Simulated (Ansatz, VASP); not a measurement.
# Ti9Al44O84 (glassy 29TiO2-71Al2O3 (mol %)): VASP beside Ansatz

Aim: how closely do two programs agree when they are given the same cell, functional and k mesh? The cell is taken from a series of runs on this material, whose earlier steps may have relaxed, scaled, displaced or heated it; both programs get it as it stands.

Program: Ansatz 0.2.0. Level of theory: plane waves, with VASP 6.6.1 beside it; single point at RPBE. Results are calculated unless marked as measured.

### 1. Starting point

The cell holds 137 atoms: 9 Ti, 44 Al and 84 O. Its edges and angles: a = 11.468 Å, b = 11.468 Å, c = 11.468 Å, α = 90.0°, β = 90.0°, γ = 90.0°. As first built, before any earlier steps moved the atoms (in the runner's words): 137 atoms (9 Ti, 44 Al, 84 O) placed at random at 3.12 g/cm^3, melted at 4000 K for 10 ps at fixed volume with the Morse and Coulomb pair potential with partial charges (Pedone, Malavasi, Menziani, Cormack and Segre, J. Phys. Chem. B 110, 11780 (2006)). Quenched from 4000 K to 300 K at 100 K/ps and fixed volume, held 10 ps at zero pressure.

### 2. Ansatz: single point, RPBE

Ansatz runs on its PAW soft_1 files.

With cell and atoms fixed, the geometry can't cause a difference; cores, projectors, grids and the points listed under the comparison can.

input.yaml reads:

```yaml
crystal:
  lattice:
    - [11.46846, 0.0, 0.0]
    - [0.0, 11.46846, 0.0]
    - [0.0, 0.0, 11.46846]
  atoms:
    - { symbol: Ti, position: [0.40629, 0.88992, 0.32542] }
    - { symbol: Ti, position: [0.17863, 0.73813, 0.57622] }
    - { symbol: Ti, position: [0.13319, 0.51454, 0.15672] }
    - { symbol: Ti, position: [0.7359, 0.09277, 0.94511] }
    - { symbol: Ti, position: [0.78829, 0.28795, 0.18376] }
    - { symbol: Ti, position: [0.05069, 0.15372, 0.1073] }
    - { symbol: Ti, position: [0.40389, 0.60968, 0.42446] }
    - { symbol: Ti, position: [0.64259, 0.58274, 0.54734] }
    - { symbol: Ti, position: [0.82235, 0.95955, 0.57681] }
    - { symbol: Al, position: [0.92729, 0.48282, 0.01405] }
    - { symbol: Al, position: [0.24921, 0.30945, 0.24842] }
    - { symbol: Al, position: [0.60429, 0.05433, 0.15295] }
    - { symbol: Al, position: [0.49876, 0.70697, 0.70189] }
    - { symbol: Al, position: [0.21207, 0.06561, 0.85558] }
    - { symbol: Al, position: [0.90674, 0.05745, 0.3221] }
    - { symbol: Al, position: [0.54177, 0.63173, 0.09622] }
    - { symbol: Al, position: [0.52697, 0.24008, 0.30416] }
    - { symbol: Al, position: [0.74827, 0.77453, 0.73158] }
    - { symbol: Al, position: [0.36755, 0.84062, 0.84497] }
    - { symbol: Al, position: [0.15379, 0.94401, 0.24136] }
    - { symbol: Al, position: [0.29858, 0.358, 0.49383] }
    - { symbol: Al, position: [0.19227, 0.42194, 0.93285] }
    - { symbol: Al, position: [0.61578, 0.85072, 0.9847] }
    - { symbol: Al, position: [0.76991, 0.73522, 0.18519] }
    - { symbol: Al, position: [0.9135, 0.92821, 0.09179] }
    - { symbol: Al, position: [0.08191, 0.12373, 0.66689] }
    - { symbol: Al, position: [0.87511, 0.55082, 0.28333] }
    - { symbol: Al, position: [0.661, 0.12709, 0.44119] }
    - { symbol: Al, position: [0.68321, 0.56289, 0.86679] }
    - { symbol: Al, position: [0.5278, 0.37747, 0.88768] }
[... 101 atom lines left out ...]
    - { symbol: O, position: [0.45032, 0.05504, 0.63068] }
    - { symbol: O, position: [0.49454, 0.9352, 0.19946] }
    - { symbol: O, position: [0.80115, 0.4103, 0.30528] }
    - { symbol: O, position: [0.55586, 0.24452, 0.45501] }
    - { symbol: O, position: [0.60561, 0.44532, 0.60543] }
    - { symbol: O, position: [0.07597, 0.41629, 0.03142] }
kpoints:
  mp_grid: { grid: [1, 1, 1] }
hamiltonian:
  xc: rpbe
  pseudopotentials: { kind: paw, azcp: { folder: soft_1 } }
scf:
  occupations: { method: fixed }
output:
  forces: true
  stress: true
  populations: true
  dos:
    method: { smearing: { sigma: 0.08 } }
    de: 0.1
    projected: { site_lists: { Al: [Al], O: [O], Ti: [Ti] } }
  eigenvalues: true
```

Launch:

```bash
$ ansatz run input.yaml --threads 4 --pin off --max-ram 8192MiB --backend cpu --events-out ev --progress --plain --runs-dir out
```

Numbers of over 12 decimals in the logs are rounded to 6 here.

The program printed:

```text
Engine: ansatz 0.2.0, x86_64-unknown-linux-gnu
Pseudopotentials: kind: paw
Pseudopotential: Ti, paw, valence charge 12, recommended cutoff 420 eV (normal), soft_1/Ti.paw.azcp
Pseudopotential: Al, paw, valence charge 3, recommended cutoff 420 eV (normal), soft_1/Al.paw.azcp
Pseudopotential: O, paw, valence charge 6, recommended cutoff 420 eV (normal), soft_1/O.paw.azcp
Functional definition: RPBE
  parameter kappa = 0.804
  parameter beta = 0.066725
  exchange = rpbe_x(kappa = kappa, mu = beta*pi^2/3)
  correlation = pbe_c(beta = beta)
Crystal: 137 atoms, lattice volume = 1508.396 Å³
Basis set: ecut = 420 eV, 29423 PW (Γ), exchange–correlation on 160×160×160 points (8 copies of the dense FFT grid, shifted against one another)
Bands: 509, of which v1, the nominal top of the filled ones, is band 372 counted from 1 (371 counted from 0)
Symmetry: 1 space group operations
Space group: P1 (ITA 1), of the structure as read, at distance tolerance 1.1e-4 Å
k-points: 1
Non-local potential: Ti, projectors of the file, l = 0: 3, l = 1: 2, l = 2: 3, l = 3: 1
Non-local potential: Al, projectors of the file, l = 0: 2, l = 1: 2, l = 2: 1
Non-local potential: O, projectors of the file, l = 0: 2, l = 1: 2, l = 2: 1
PAW form: soft (Blöchl's): semilocal exchange-correlation on the pseudo side does not see the compensation charge
PAW frozen core: Ti, regenerated for the run's functional, and the local potential with it (the file was generated under x = pbe(κ = 0.804, μ = 0.219515), c = pbe(β = 0.066725))
PAW frozen core: Al, regenerated for the run's functional, and the local potential with it (the file was generated under x = pbe(κ = 0.804, μ = 0.219515), c = pbe(β = 0.066725))
PAW frozen core: O, regenerated for the run's functional, and the local potential with it (the file was generated under x = pbe(κ = 0.804, μ = 0.219515), c = pbe(β = 0.066725))
PAW one-centre angular grid: Ti, 590 points (default); XC on 64 Gauss nodes
PAW one-centre angular grid: Al, 110 points (default); XC on 64 Gauss nodes
PAW one-centre angular grid: O, 110 points (default); XC on 64 Gauss nodes
Initial density: superposition of atomic densities (chi_scale 0.1, normalization cell, long waves kept (reshape's long-wave potential 0.68 eV rms))
Initial wavefunctions: pseudopotential atomic-orbital guess
Functional: x = rpbe, c = pbe(β = 0.066725)
SCF iter   1: F=—  HF=-94367.821780 eV  |F-HF|=—  |Δ(HF+E_count)|=         —  Δρ=1.16e-1  dr2=2.69e2  ethr=3.10e-3  ⟨swp⟩=4.0  Hψ=1667  notcnv=0  defer=133
preconditioner: auto → Resta (q_TF=auto, 2.425 Å⁻¹)  ε∞=4.1  [insulator: Δε(μ)=0.047 eV  Ē_g=14.045 eV  n_scr=364 (ndim 8)  ℏωp=24.8 eV  f_vac=0.006  ε∞_Penn≈4.1]
SCF iter   2: F=—  HF=-94309.328475 eV  |F-HF|=—  |Δ(HF+E_count)|=    5.85e1  Δρ=5.42e-2  dr2=4.40e1  ethr=3.10e-3  ⟨swp⟩=3.0  Hψ=965  notcnv=0  defer=134
SCF iter   3: F=—  HF=-94304.039154 eV  |F-HF|=—  |Δ(HF+E_count)|=    5.29e0  Δρ=3.76e-2  dr2=2.05e1  ethr=3.10e-3  ⟨swp⟩=2.0  Hψ=948  notcnv=0  defer=133
SCF iter   4: F=—  HF=-94302.331985 eV  |F-HF|=—  |Δ(HF+E_count)|=    1.71e0  Δρ=1.57e-2  dr2=3.86e0  ethr=2.75e-3  ⟨swp⟩=3.0  Hψ=643  notcnv=0  defer=135
SCF iter   5: F=—  HF=-94302.595541 eV  |F-HF|=—  |Δ(HF+E_count)|=   2.64e-1  Δρ=6.22e-3  dr2=6.20e-1  ethr=5.19e-4  ⟨swp⟩=2.0  Hψ=946  notcnv=0  defer=133
SCF iter   6: F=—  HF=-94302.667530 eV  |F-HF|=—  |Δ(HF+E_count)|=   7.20e-2  Δρ=2.36e-3  dr2=9.72e-2  ethr=8.33e-5  ⟨swp⟩=2.0  Hψ=735  notcnv=0  defer=135
SCF iter   7: F=—  HF=-94302.742346 eV  |F-HF|=—  |Δ(HF+E_count)|=   7.48e-2  Δρ=1.42e-3  dr2=3.63e-2  ethr=1.31e-5  ⟨swp⟩=2.0  Hψ=735  notcnv=0  defer=135
SCF iter   8: F=—  HF=-94302.773795 eV  |F-HF|=—  |Δ(HF+E_count)|=   3.14e-2  Δρ=7.08e-4  dr2=9.31e-3  ethr=4.88e-6  ⟨swp⟩=2.0  Hψ=735  notcnv=0  defer=135
SCF iter   9: F=—  HF=-94302.779795 eV  |F-HF|=—  |Δ(HF+E_count)|=   6.00e-3  Δρ=2.74e-4  dr2=1.49e-3  ethr=1.25e-6  ⟨swp⟩=2.0  Hψ=735  notcnv=0  defer=135
SCF iter  10: F=—  HF=-94302.781573 eV  |F-HF|=—  |Δ(HF+E_count)|=   1.78e-3  Δρ=2.12e-4  dr2=7.70e-4  ethr=2.00e-7  ⟨swp⟩=2.0  Hψ=733  notcnv=0  defer=135
SCF iter  11: F=—  HF=-94302.781851 eV  |F-HF|=—  |Δ(HF+E_count)|=   2.77e-4  Δρ=9.40e-5  dr2=1.53e-4  ethr=1.03e-7  ⟨swp⟩=2.0  Hψ=733  notcnv=0  defer=134
SCF iter  12: F=—  HF=-94302.781951 eV  |F-HF|=—  |Δ(HF+E_count)|=   1.00e-4  Δρ=3.21e-5  dr2=1.86e-5  ethr=2.05e-8  ⟨swp⟩=2.0  Hψ=651  notcnv=0  defer=133
SCF iter  13: F=—  HF=-94302.782152 eV  |F-HF|=—  |Δ(HF+E_count)|=   2.01e-4  Δρ=2.17e-5  dr2=7.96e-6  ethr=2.49e-9  ⟨swp⟩=2.0  Hψ=878  notcnv=0  defer=133
SCF iter  14: F=—  HF=-94302.782156 eV  |F-HF|=—  |Δ(HF+E_count)|=   3.75e-6  Δρ=1.16e-5  dr2=2.18e-6  ethr=1.07e-9  ⟨swp⟩=2.0  Hψ=732  notcnv=0  defer=133
[...]
atom 129  O     -0.07943094    -0.03612530     0.02187138
  atom 130  O      0.10098320    -0.14990402    -0.05556000
  atom 131  O     -0.02499098     0.04445069    -0.05835999
  atom 132  O      0.31576408    -0.01573327    -0.00247737
  atom 133  O      0.12343802     0.04727429    -0.05261700
  atom 134  O      0.02288813    -0.23109956    -0.09209961
  atom 135  O      0.16642927    -0.18031517     0.06292934
  atom 136  O      0.06357100    -0.03487197     0.01164107
  atom 137  O     -0.09723721    -0.04471062    -0.02213733
  max |Σ_I F_I| component: 7.09e-5 eV/Å
--- Stress (GPa, compression-positive) ---
        9.145584       0.619264      -0.531293
        0.619270      11.931324       0.546881
       -0.531308       0.546888      10.673037
  P = ⅓ Tr σ = 10.5833 GPa (105.833 kbar)
--- Band table (eV) ---
  k-point 0: bands = [... 368 lower, 5.6089, 5.7542, 5.8137, 6.1142, 7.5974, 8.1071, 8.2611, 8.5760, ... 133 higher]
--- Löwdin populations: 137 sites ---
  site symbol       q [e]
     0     Ti     10.5441
     1     Ti     10.5555
     2     Ti     10.4863
     3     Ti     10.4734
     4     Ti     10.5517
     5     Ti     10.5388
     6     Ti     10.5311
     7     Ti     10.5618
     8     Ti     10.4457
     9     Al      1.7250
    10     Al      1.6981
    11     Al      1.6951
    12     Al      1.6665
    13     Al      1.6248
    14     Al      1.7131
    15     Al      1.6159
    16     Al      1.6011
    17     Al      1.7088
    18     Al      1.6451
    19     Al      1.7084
    20     Al      1.6451
    21     Al      1.6856
    22     Al      1.6331
    23     Al      1.5782
[...]
129      O      6.8357
   130      O      6.8288
   131      O      6.8361
   132      O      6.7078
   133      O      6.7821
   134      O      6.8539
   135      O      6.6925
   136      O      6.7728
  spilling = 0.006951 (of n_electrons = 744.000000)
```

### 3. VASP: single point, RPBE

The same cell, functional and mesh now go to VASP, with its own data sets.

Lines of VASP's logs that name or quote its potential files are left out, and so is its time.

INCAR reads:

```
SYSTEM = Ti9Al44O84
PREC = Accurate
ENCUT = 600
EDIFF = 1E-06
NELM = 120
ISMEAR = 0
SIGMA = 0.01
LREAL = Auto
ALGO = Normal
GGA = RP
NBANDS = 467
LASPH = .TRUE.
LORBIT = 11
LWAVE = .FALSE.
LCHARG = .FALSE.
ISIF = 2
GGA_COMPAT = .FALSE.
EFERMI = MIDGAP
```

POSCAR reads:

```
Ti9Al44O84
1.0
   11.4684600000      0.0000000000      0.0000000000
    0.0000000000     11.4684600000      0.0000000000
    0.0000000000      0.0000000000     11.4684600000
Ti Al O
9 44 84
Direct
    0.4062900000      0.8899200000      0.3254200000
    0.1786300000      0.7381300000      0.5762200000
    0.1331900000      0.5145400000      0.1567200000
    0.7359000000      0.0927700000      0.9451100000
    0.7882900000      0.2879500000      0.1837600000
    0.0506900000      0.1537200000      0.1073000000
    0.4038900000      0.6096800000      0.4244600000
    0.6425900000      0.5827400000      0.5473400000
    0.8223500000      0.9595500000      0.5768100000
    0.9272900000      0.4828200000      0.0140500000
    0.2492100000      0.3094500000      0.2484200000
    0.6042900000      0.0543300000      0.1529500000
    0.4987600000      0.7069700000      0.7018900000
    0.2120700000      0.0656100000      0.8555800000
    0.9067400000      0.0574500000      0.3221000000
    0.5417700000      0.6317300000      0.0962200000
    0.5269700000      0.2400800000      0.3041600000
    0.7482700000      0.7745300000      0.7315800000
    0.3675500000      0.8406200000      0.8449700000
    0.1537900000      0.9440100000      0.2413600000
    0.2985800000      0.3580000000      0.4938300000
    0.1922700000      0.4219400000      0.9328500000
    0.6157800000      0.8507200000      0.9847000000
    0.7699100000      0.7352200000      0.1851900000
    0.9135000000      0.9282100000      0.0917900000
    0.0819100000      0.1237300000      0.6668900000
    0.8751100000      0.5508200000      0.2833300000
    0.6610000000      0.1270900000      0.4411900000
    0.6832100000      0.5628900000      0.8667900000
    0.5278000000      0.3774700000      0.8876800000
[... 101 atom lines left out ...]
    0.4503200000      0.0550400000      0.6306800000
    0.4945400000      0.9352000000      0.1994600000
    0.8011500000      0.4103000000      0.3052800000
    0.5558600000      0.2445200000      0.4550100000
    0.6056100000      0.4453200000      0.6054300000
    0.0759700000      0.4162900000      0.0314200000
```

KPOINTS reads:

```
Automatic mesh
0
Gamma
1 1 1
0 0 0
```

PAW data sets: Ti_sv, Al and O (PBE family, release 64).

Launch:

```bash
$ export OMP_NUM_THREADS=3
$ mpirun -np 1 vasp_gam
```

The program printed:

```text
[banner, memory and clock lines left out]
running    1 mpi-ranks, on    1 nodes
[...]
Offloading initialized ...    1 GPUs detected
[...]
|                                                                             |
|               ----> ADVICE to this user running VASP <----                  |
|                                                                             |
|     You enforced a specific xc type in the INCAR file but a different       |
|     [... a line on the potential file left out ...]
|     I HOPE YOU KNOW WHAT YOU ARE DOING!                                     |
|                                                                             |

 LDA part: xc-table for (Slater+PW92), standard interpolation
 POSCAR, INCAR and KPOINTS ok, starting setup
[...]
entering main loop
       N       E                     dE             d eps       ncg     rms          rms(c)
DAV:   1     0.990727229692E+04    0.99073E+04   -0.45983E+05   934   0.188E+03
DAV:   2     0.337511738457E+03   -0.95698E+04   -0.89609E+04  1070   0.483E+02
DAV:   3    -0.108854745515E+04   -0.14261E+04   -0.14000E+04  1057   0.197E+02
DAV:   4    -0.118032479515E+04   -0.91777E+02   -0.91332E+02  1292   0.512E+01
[...]
DAV:  19    -0.992699480836E+03    0.17468E-06   -0.30456E-05  1076   0.135E-02    0.104E-02
DAV:  20    -0.992699479738E+03    0.10984E-05   -0.70398E-06  1028   0.704E-03    0.657E-03
DAV:  21    -0.992699479492E+03    0.24622E-06   -0.47712E-06   948   0.489E-03
   1 F= -.99269948E+03 E0= -.99269948E+03  d E =0.000000E+00
```

Parts of OUTCAR (step 3):

```text
  Total       80.9122558    107.2507865     95.2213275      6.0821733      5.1245832     -5.0783584
  in kB       85.9428159    113.9188929    101.1415259      6.4603205      5.4431941     -5.3940953
  external PRESSURE =     100.3344116 kB  Pullay stress =       0.0000000 kB

 POSITION                                       TOTAL-FORCE (eV/Angst)
 -----------------------------------------------------------------------------------
      4.65952     10.20601      3.73207        -0.214456     -0.132148     -0.189899
      2.04861      8.46521      6.60836         0.158116     -0.106384      0.011100
      1.52748      5.90098      1.79734         0.111077     -0.027769      0.002561
[...]
9.28487      1.74309      4.71216         0.044390     -0.336859      0.324622
      9.28234      2.36812      9.55862        -0.293838     -0.522875      0.368542
      6.93314      1.21233      3.43079         0.187050     -0.066007      0.013511
      3.12068      9.87274      6.44241         0.060933      0.141658      0.032049
      9.99671      8.94322      0.89121        -0.033721      0.199217     -0.046980
      0.26722      3.01907      8.11164        -0.194061     -0.315774     -0.060615
      4.48073      7.90968      9.22466         0.076004      0.114107     -0.040204
      1.02597      9.43797      3.44868        -0.174874      0.100852      0.099308
      3.02458      7.19692      5.73331        -0.045630     -0.001703      0.034623
      0.73972      0.65978      3.75122        -0.273732     -0.053729      0.112669
[...]
-----------------------------------------------------------------------------------
    total drift:                                0.000087      0.007027     -0.008824

  FREE ENERGIE OF THE ION-ELECTRON SYSTEM (eV)
  ---------------------------------------------------
  free  energy   TOTEN  =      -992.6994794918 eV

  energy  without entropy=     -992.6994794918  energy(sigma->0) =     -992.69947949

[... 3 further parts left out ...]
[key lines of the parts left out:]
E-fermi :   5.0856
```

The run ends at a pressure of 10.03 GPa, with forces up to 1.5 eV/Å.

### 4. Comparison

Known differences besides the potentials themselves: fixed occupations in Ansatz, narrow Gaussian smearing in VASP; the cutoff is 420 eV in Ansatz and 600 eV in VASP (PREC = Accurate, projectors in real space); Ansatz makes its cores anew for this functional, VASP keeps those of its PBE data sets. Total energies have different zeros and are not compared.

Both answers:

```
              quantity  Ansatz   VASP  difference
        pressure (GPa)   10.58  10.03       +0.55
gap on the k mesh (eV)   1.483  1.448      +0.035
```

Forces on 10 of the 137 atoms, those with the largest forces and the largest differences (eV/Å; atoms numbered as in POSCAR):

```
atom          Ansatz x, y, z            VASP x, y, z
Al18   -0.286, -0.801, 0.470   -0.261, -0.813, 0.475
 O65    -0.713, 0.185, 1.230    -0.662, 0.152, 1.149
 O84   -0.132, -0.194, 0.116   -0.068, -0.104, 0.014
 O95   -0.209, 0.320, -1.239   -0.183, 0.297, -1.163
 O96  -0.217, -0.104, -0.069  -0.133, -0.048, -0.014
O106  -1.045, -1.133, -0.096  -1.012, -1.082, -0.094
O110    0.823, 0.580, -0.188    0.797, 0.571, -0.158
O112   0.015, -0.451, -0.836  -0.011, -0.452, -0.804
O116    -0.030, 0.004, 0.020    0.026, 0.114, -0.002
O119    1.223, -0.471, 0.307    1.162, -0.461, 0.280
```

The forces differ by 27 meV/Å r.m.s., which is 11.2 % of the r.m.s. force of 0.239 eV/Å (both taken over all components). A gap on the mesh is an upper bound, since the band edges may lie between its points.

### 5. What came out

| Property | Result |
| --- | --- |
| r.m.s. force difference (single point, RPBE) | 11 % of the r.m.s. force |
| difference in pressure (single point, RPBE) | 0.55 GPa |

What this shows: The r.m.s. force difference is 11 % of the r.m.s. force (single point, RPBE), beyond the 3 % picked in this series as the mark of a large difference. What causes the difference of the single point, RPBE pair stays open here. How closely two codes agree says nothing of how well the functional describes the real material.

[Lines on the potential files, build, host, timing and source positions are cut from VASP's logs without a mark.]

[Logs are printed without paths, hosts, clocks, repeated set-up lines and the standing remarks that a program may print on its own settings, such as how far it seeks lower states.]

[Hosts, paths, dates, database ids (printed as entryN), source tags and the programs' standing remarks are cut or masked in the printed files.]
